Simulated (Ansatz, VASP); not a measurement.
**Be (Beryllium): VASP beside Ansatz**

Wanted: the spread between two codes on one cell, functional and k mesh. The cell is taken from a series of runs on this material, whose earlier steps may have relaxed, scaled, displaced or heated it; both programs get it as it stands.

Method: plane waves, with VASP 6.6.1 beside it; relaxation of cell and atoms at PBEsol and zone-centre phonons at PBEsol, in Ansatz 0.2.0.

## (1) Starting point

It takes space group P6_3/mmc (No. 194, hexagonal). Conventional cell: a = 2.262 Å, b = 2.262 Å, c = 3.558 Å, α = 90.00°, β = 90.00°, γ = 120.00°. Nearest to Be lie 12 Be at 2.21 to 2.26 Å.

Structure file:

```
Be
1.0
     2.26207    0.00000    0.00000
    -1.13104    1.95901    0.00000
     0.00000    0.00000    3.55774
Be
2
Cartesian
  0.0000 1.3060 0.8894
  1.1310 0.6530 2.6683
```

## (2) VASP: relaxation of cell and atoms, PBEsol

The relaxed volume is the usual yardstick between codes: in a stiff, nearly cubic crystal its relative difference is about their pressure difference at one cell divided by the bulk modulus.

Lines of VASP's logs that name or quote its potential files are left out, and so is its time.

File INCAR:

```
SYSTEM = Be
PREC = Accurate
ENCUT = 600
EDIFF = 1E-07
NELM = 120
ISMEAR = 1
SIGMA = 0.2
LREAL = .FALSE.
ALGO = Normal
GGA = PS
NBANDS = 8
LORBIT = 11
LWAVE = .FALSE.
LCHARG = .FALSE.
ISIF = 3
IBRION = 2
NSW = 80
EDIFFG = -0.005
LASPH = .TRUE.
GGA_COMPAT = .FALSE.
NELMIN = 4
KPAR = 2
```

File POSCAR:

```
Be
1.0
    2.2620750000      0.0000000000      0.0000000000
   -1.1310380000      1.9590150000      0.0000000000
    0.0000000000      0.0000000000      3.5577350000
Be
2
Direct
    0.3333334807      0.6666666667      0.2500000703
    0.6666669614      0.3333333333      0.7499999297
```

File KPOINTS:

```
Automatic mesh
0
Gamma
27 27 14
0 0 0
```

PAW data sets: Be (PBE family, release 64).

Command:

```sh
$ mpirun -np 2 vasp_std
```

Numbers of over 12 decimals in the logs are rounded to 6 here.

Output:

```text
[banner, memory and clock lines left out]
running    2 mpi-ranks, on    1 nodes
 distrk:  each k-point on    1 cores,    2 groups
 distr:  one band on    1 cores,    1 groups

 POSCAR found type information on POSCAR Be
 POSCAR found :  1 types and       2 ions
|                                                                             |
|               ----> ADVICE to this user running VASP <----                  |
|                                                                             |
|     You enforced a specific xc type in the INCAR file but a different       |
|     [... a line on the potential file left out ...]
|     I HOPE YOU KNOW WHAT YOU ARE DOING!                                     |
|                                                                             |

 LDA part: xc-table for (Slater+PW92), standard interpolation
 POSCAR, INCAR and KPOINTS ok, starting setup
 FFT: planning ... GRIDC
 FFT: planning ... GRID_SOFT
 FFT: planning ... GRID
 WAVECAR not read
 entering main loop
       N       E                     dE             d eps       ncg     rms          rms(c)
DAV:   1    -0.322710858361E+01   -0.32271E+01   -0.19410E+03  9664   0.459E+02
DAV:   2    -0.800925713192E+01   -0.47821E+01   -0.45838E+01 15336   0.552E+01
DAV:   3    -0.802941533598E+01   -0.20158E-01   -0.20113E-01 10464   0.308E+00
DAV:   4    -0.802943020241E+01   -0.14866E-04   -0.14867E-04 14288   0.883E-02
DAV:   5    -0.802943020561E+01   -0.31929E-08   -0.33587E-08 10456   0.566E-04    0.125E+00
DAV:   6    -0.800630153242E+01    0.23129E-01   -0.26176E-03 10112   0.569E-01    0.758E-01
DAV:   7    -0.799659911665E+01    0.97024E-02   -0.37350E-03 10896   0.587E-01    0.143E-02
DAV:   8    -0.799659703989E+01    0.20768E-05   -0.12166E-05 10760   0.280E-02    0.604E-03
DAV:   9    -0.799659770580E+01   -0.66591E-06   -0.45160E-07 12528   0.496E-03    0.472E-04
DAV:  10    -0.799659768965E+01    0.16143E-07   -0.39447E-10  7656   0.149E-04
   1 F= -.79965977E+01 E0= -.79966750E+01  d E =-.799660E+01
 curvature:   0.00 expect dE= 0.000E+00 dE for cont linesearch  0.000E+00
 trial: gam= 0.00000 g(F)=  0.692E-43 g(S)=  0.725E-04 ort = 0.000E+00 (trialstep = 0.100E+01)
 search vector abs. value=  0.725E-04
 bond charge predicted
       N       E                     dE             d eps       ncg     rms          rms(c)
DAV:   1    -0.799663880062E+01   -0.41095E-04   -0.13737E-04 10936   0.118E-01    0.477E-03
DAV:   2    -0.799663897771E+01   -0.17709E-06   -0.12472E-07 12000   0.357E-03    0.296E-03
DAV:   3    -0.799663960350E+01   -0.62579E-06   -0.83588E-08 10000   0.402E-03    0.982E-05
DAV:   4    -0.799663959941E+01    0.40932E-08   -0.25513E-10  4832   0.158E-04
   2 F= -.79966396E+01 E0= -.79967165E+01  d E =-.419098E-04
 trial-energy change:   -0.000042  1 .order   -0.000041   -0.000073   -0.000009
 step:   1.1201(harm=  1.1364)  dis= 0.00000  next Energy=    -7.996640 (dE=-0.424E-04)
 reached required accuracy - stopping structural energy minimisation
```

From OUTCAR (step 2):

```text
ion  position               nearest neighbor table
   1  0.333  0.667  0.250-   2 2.21   2 2.21   2 2.21   2 2.21   2 2.21   2 2.21
   2  0.667  0.333  0.750-   1 2.21   1 2.21   1 2.21   1 2.21   1 2.21   1 2.21

  LATTYP: Found a hexagonal cell.
 ALAT       =     2.2620750000
 C/A-ratio  =     1.5727749964

 Subroutine GETGRP returns: Found 24 space group operations
 (whereof 12 operations were pure point group operations)

The static configuration has the point symmetry D_3d.
 The point group associated with its full space group is D_6h.

 Found    600 irreducible k-points:

   k-points           NKPTS =    600   k-points in BZ     NKDIM =    600   number of bands    NBANDS=      8

   dimension x,y,z NGX =    18 NGY =   18 NGZ =   28
   dimension x,y,z NGXF=    36 NGYF=   36 NGZF=   56

   ENCUT  =  600.0 eV  44.10 Ry    6.64 a.u.   4.52  4.52  7.11*2*pi/ulx,y,z

   NELECT =       4.0000    total number of electrons

 k-points in reciprocal lattice and weights: Automatic mesh
   0.00000000  0.00000000  0.00000000       0.000
   0.03703704 -0.00000000  0.00000000       0.001
   0.07407407 -0.00000000  0.00000000       0.001
   0.11111111  0.00000000  0.00000000       0.001
   0.14814815 -0.00000000  0.00000000       0.001
   0.18518519 -0.00000000  0.00000000       0.001
   0.22222222  0.00000000  0.00000000       0.001
   0.25925926  0.00000000  0.00000000       0.001
   0.29629630  0.00000000  0.00000000       0.001
[...]
0.33333333  0.29629630  0.50000000       0.001
   0.33333333  0.33333333  0.50000000       0.000

 average (electrostatic) potential at core
       1 -32.7676       2 -32.7676

 E-fermi :   6.9844

 k-point     1 :       0.0000    0.0000    0.0000
  band No.  band energies     occupation
      1      -4.3140      2.00000
      2       2.5909      2.00000
      3       8.2230     -0.00000
      4      23.0933      0.00000
      5      23.0933      0.00000
      6      25.9560      0.00000
      7      25.9560      0.00000
    ...

 k-point     2 :       0.0370   -0.0000    0.0000
  band No.  band energies     occupation
      1      -4.2747      2.00000
      2       2.6428      2.00000
      3       8.2343     -0.00000
      4      22.7510      0.00000
      5      22.8211      0.00000
      6      25.9642      0.00000
      7      26.1146      0.00000
    ...

 k-point     3 :       0.0741   -0.0000    0.0000
  band No.  band energies     occupation
      1      -4.1565      2.00000
      2       2.7984      2.00000
      3       8.2670     -0.00000
      4      21.8308      0.00000
      5      22.1816      0.00000
      6      25.9657      0.00000
      7      26.3984      0.00000
    ...

  Total       -0.0050501     -0.0050501     -0.0013591      0.0000000      0.0000000      0.0000000
  in kB       -0.5143876     -0.5143879     -0.1384377      0.0000001      0.0000000      0.0000000
  external PRESSURE =      -0.3890710 kB  Pullay stress =       0.0000000 kB

  energy-cutoff  :      600.00
  volume of cell :       15.73
      direct lattice vectors                 reciprocal lattice vectors
     2.260361634  0.000000000 -0.000000000     0.442407084  0.255423886 -0.000000000
    -1.130181316  1.957531180  0.000000000    -0.000000000  0.510847546 -0.000000000
     0.000000000  0.000000000  3.554973939     0.000000000 -0.000000000  0.281296014

 POSITION                                       TOTAL-FORCE (eV/Angst)
 -----------------------------------------------------------------------------------
      0.00000      1.30502      0.88874         0.000000      0.000000      0.000000
      1.13018      0.65251      2.66623        -0.000000     -0.000000      0.000000
 -----------------------------------------------------------------------------------
    total drift:                                0.000002      0.000000     -0.000001

  FREE ENERGIE OF THE ION-ELECTRON SYSTEM (eV)
  ---------------------------------------------------
  free  energy   TOTEN  =        -7.9966395994 eV

  energy  without entropy=       -7.9968703389  energy(sigma->0) =       -7.99671651

 reached required accuracy - stopping structural energy minimisation

 total charge
# of ion       s       p       d       tot
------------------------------------------
    1        0.406   0.779   0.000   1.186
    2        0.406   0.779   0.000   1.186
--------------------------------------------------
tot          0.813   1.559   0.000   2.372

[... 3 further parts left out ...]
```

## (3) Ansatz: relaxation of cell and atoms, PBEsol

Ansatz runs on norm-conserving files, of PseudoDojo where its log says so.

The same cell, functional, mesh and smearing now go to Ansatz, which takes its cutoff from its data sets.

File input.yaml:

```yaml
crystal:
  lattice:
    - [2.2620754743, 0.0, 0.0]
    - [-1.1310377371, 1.959014826, 0.0]
    - [0.0, 0.0, 3.5577345342]
  atoms:
    - { symbol: Be, position: [0.3333333333, 0.6666666667, 0.25] }
    - { symbol: Be, position: [0.6666666667, 0.3333333333, 0.75] }
kpoints:
  mp_grid: { grid: [27, 27, 14] }
hamiltonian:
  xc: pbesol
  pseudopotentials: { kind: nc, accuracy: standard }
scf:
  occupations: { method: methfessel_paxton, width: 0.2 }
output:
  forces: true
  stress: true
  eigenvalues: true
relax:
  adjacent_minimum: "off"
  f_tol: 0.001
  max_steps: 60
  cell: { stress_tol: 0.01 }
```

Command:

```sh
$ ansatz run input.yaml --threads 4 --pin off --max-ram 7168MiB --backend cpu --events-out ev --progress --plain --runs-dir out
```

Output:

```text
Engine: ansatz 0.2.0, aarch64-unknown-linux-gnu
Pseudopotentials: kind: nc
Pseudopotential: Be, nc, valence charge 4, recommended cutoff 1197.300995 eV (normal), Be.nc.azcp (PseudoDojo's, or run here from an input of PseudoDojo's; its table is named by hamiltonian.pseudopotentials.accuracy)
Functional definition: PBEsol
  exchange = pbesol_x
  correlation = pbesol_c
Crystal: 2 atoms, lattice volume = 15.766 Å³
Basis set: ecut = 1197.300995 eV, 1461 PW (Γ), exchange–correlation on 54×54×90 points (8 copies of the dense FFT grid, shifted against one another)
Bands: 8, of which v1, the nominal top of the filled ones, is band 4 counted from 1 (3 counted from 0)
Symmetry: 24 space group operations
Space group: P63/mmc (ITA 194), of the structure as read, at distance tolerance 2.5e-5 Å
k-points: 600 of 10206
Non-local potential: Be, projectors of the file, l = 0: 2, l = 1: 2
Initial density: superposition of atomic densities (chi_scale 0.1, normalization cell)
Initial wavefunctions: pseudopotential atomic-orbital guess
Functional: x = pbesol(κ = 0.804, μ = 0.123457), c = pbesol(β = 0.046)
SCF iter   1: F=—  HF=-755.556429 eV  |F-HF|=—  |Δ(HF+E_count)|=         —  Δρ=3.87e-2  dr2=4.16e-2  ethr=3.10e-3  ⟨swp⟩=5.0  Hψ=36611  notcnv=0
preconditioner: auto → none  [metal: Δε(μ)=0.094 eV  Ē_g=12.944 eV  σ=0.200 eV  W_gap=0.37  n_scr=2 (ndim 8)  ℏωp=18.7 eV  f_vac=0.000  D(μ)=0.13/eV (n_scr^D=0)  sad-step TF]
SCF iter   2: F=—  HF=-755.549648 eV  |F-HF|=—  |Δ(HF+E_count)|=   6.78e-3  S|Δr|=    0.00e0  Δρ=2.02e-2  dr2=1.45e-2  ethr=5.20e-4  ⟨swp⟩=1.0  Hψ=9600  notcnv=0
SCF iter   3: F=—  HF=-755.545914 eV  |F-HF|=—  |Δ(HF+E_count)|=   3.73e-3  S|Δr|=    0.00e0  Δρ=1.42e-3  dr2=4.34e-5  ethr=1.82e-4  ⟨swp⟩=1.0  Hψ=4799  notcnv=0
SCF iter   4: F=—  HF=-755.545903 eV  |F-HF|=—  |Δ(HF+E_count)|=   1.04e-5  S|Δr|=    0.00e0  Δρ=4.73e-5  dr2=4.43e-8  ethr=1.25e-9  ⟨swp⟩=4.5  Hψ=28214  notcnv=0
SCF iter   5: F=-755.545903 eV  HF=-755.545903 eV  |F-HF|=2.10e-10  |Δ(HF+E_count)|=   1.82e-8  S|Δr|=    0.00e0  Δρ=2.40e-6  dr2=2.08e-10  ethr=5.54e-10  ⟨swp⟩=2.2  Hψ=14546  notcnv=0
SCF 1 converged in 5 iterations: F = -755.545903 eV  dr2 = 2.08e-10
relax step   1: F+E_penalty+E_count = -755.54590335 eV  Δ(F+E_penalty+E_count) = +0.000e0 eV  max|allowed force component| = 2.776e-17 eV/Å  Δτ_max = 0.0000 Å  P = -0.023 GPa  Ω = 15.766 Å³  (5 SCF iters, dr2 threshold 1.00e-7 eV, accepted)
[...]
relax step   2: F+E_penalty+E_count = -755.54590399 eV  Δ(F+E_penalty+E_count) = -6.329e-7 eV  max|allowed force component| = 1.573e-16 eV/Å  Δτ_max = 0.0000 Å  P = -0.010 GPa  Ω = 15.764 Å³  energy of the carried Pulay correction = +4.696e-7 eV  (2 SCF iters, dr2 threshold 1.39e-9 eV, accepted)
[...]
relax step   3: F+E_penalty+E_count = -755.54590440 eV  Δ(F+E_penalty+E_count) = -4.111e-7 eV  max|allowed force component| = 1.110e-16 eV/Å  Δτ_max = 0.0000 Å  P = -0.000 GPa  Ω = 15.763 Å³  energy of the carried Pulay correction = +8.410e-7 eV  (3 SCF iters, dr2 threshold 2.66e-10 eV, accepted)
[...]
relax step   4: F+E_penalty+E_count = -755.54590358 eV  Δ(F+E_penalty+E_count) = +8.127e-7 eV  max|allowed force component| = 1.573e-16 eV/Å  Δτ_max = 0.0000 Å  P = -0.000 GPa  Ω = 15.763 Å³  stress off target by 2.39e-4 GPa  SCF on the basis re-selected at this cell (its energy is not comparable with the rows above)  (4 SCF iters)
basis re-selected at this cell: Δ(F+E_penalty+E_count) = +8.127e-7 eV, ΔP = -0.000 GPa vs the last step (what re-selecting the basis moved, of the pressure what is left beyond the Pulay correction that the steps carried, after the strain that the cell walked since its last selection, with what the two solves' SCF thresholds leave and, on support functions, any second-order correction that the steps lacked; it is no m [...]
SCF converged after 4 iterations
Stability not checked: this state was not tested for a lower state beside it, because cold or Methfessel-Paxton smearing, or corrected tetrahedra, fill the levels in a way that the test cannot read (fill_not_monotonic; see scf.lower_state_search)
Free energy (F): -755.545904 eV
Harris-Foulkes:  -755.545904 eV  (|F-HF|=0.00e0)
Internal energy: -755.546137 eV  (E = F + TS)
E sigma→0 (E₀):  -755.545962 eV
Entropy (-TS):   0.000233 eV (0.116 meV/atom)
Fermi energy:    8.729179 eV
--- Per-component energies (eV) ---
  E_band       = -346.160626
  E_kinetic    = 473.451004
  E_local      = -324.611783  (includes V_loc(G=0)·N_el)
  E_nonlocal   = -553.764142
  E_hartree    = 114.009827
  E_xc         = -130.332288
  E_vxc        = -169.255361  (∫ρ·V_xc dr)
  E_ewald      = -334.298754
  E_smearing   = 0.000233  (= −TS)
  E_closure    = 0.000000  (closes the sum)
  Σ components = -755.545904   (vs F -755.545904, Δ=0.00e0)
--- Forces (eV/Å), atoms counted from 1 ---
  atom   1  Be     0.00000000    -0.00000000    -0.00000000
  atom   2  Be    -0.00000000     0.00000000     0.00000000
  max |Σ_I F_I| component: 1.85e-17 eV/Å
--- Stress (GPa, compression-positive) ---
       -0.000194      -0.000000      -0.000000
        0.000000      -0.000194      -0.000000
        0.000000      -0.000000      -0.000239
  P = ⅓ Tr σ = -0.0002 GPa (-0.002 kbar)
--- Band table (eV; the first three rows and the last of 600) ---
  k-point 0: bands = ["-90.2919", "-90.2621", "-2.5570", "4.3383", "9.9609", "24.8328", "24.8328", "27.7002"]
  k-point 1: bands = ["-90.2915", "-90.2625", "-2.5129", "4.0690", "10.3341", "24.8735", "24.8735", "27.6866"]
  k-point 2: bands = ["-90.2904", "-90.2636", "-2.3804", "3.4153", "11.2989", "24.9942", "24.9942", "27.6401"]
  k-point 599: bands = ["-90.2605", "-90.2605", "7.6520", "7.6520", "9.1368", "9.1368", "15.1455", "15.1455"]
--- Relaxed structure (3 steps of the walk, 3 accepted, 1 SCFs on fresh bases) ---
  F+E_penalty+E_count = -755.54590358 eV   max|allowed force component| = 1.573e-16 eV/Å   (the final SCF, on the basis selected at the relaxed cell)
  cell:  # Å, volume = 15.7630 Å³
    - [2.261935, -2.8865710913880125e-11, 0]
    - [-1.130967, 1.958893, 0]
    - [0, 0, 3.557531]
  atoms:
    - { symbol: Be, position: [0.333333, 0.666667, 0.25] }
    - { symbol: Be, position: [0.666667, 0.333333, 0.75] }
```

The column dr2 measures how far the density is from self-consistency, as an energy; F and HF (Harris–Foulkes) agree once it is small.

## (4) Differences

Known differences besides the potentials themselves: the data sets hold 8 valence electrons in Ansatz (on norm-conserving files, of PseudoDojo where its log says so) and 4 in VASP; the cutoff is 1197.3 eV in Ansatz and 600 eV in VASP; Ansatz adds a Pulay correction to the stress that steers its cell, VASP none. Total energies have different zeros and are not compared.

The two programs side by side:

| quantity | Ansatz | VASP | difference |
| --- | --- | --- | --- |
| volume (Å³) | 15.76 | 15.73 | +0.21 % |
| edge a after relaxation, in the typed setting (Å) | 2.262 | 2.260 | +0.07 % |
| edge c after relaxation, in the typed setting (Å) | 3.558 | 3.555 | +0.07 % |

[end of part 1 of 2]

[Lines on the potential files, build, host, timing and source positions are cut from VASP's logs without a mark.]

[Logs are printed without paths, hosts, clocks, repeated set-up lines and the standing remarks that a program may print on its own settings, such as how far it seeks lower states.]

[Hosts, paths, dates, database ids (printed as entryN), source tags and the programs' standing remarks are cut or masked in the printed files.]
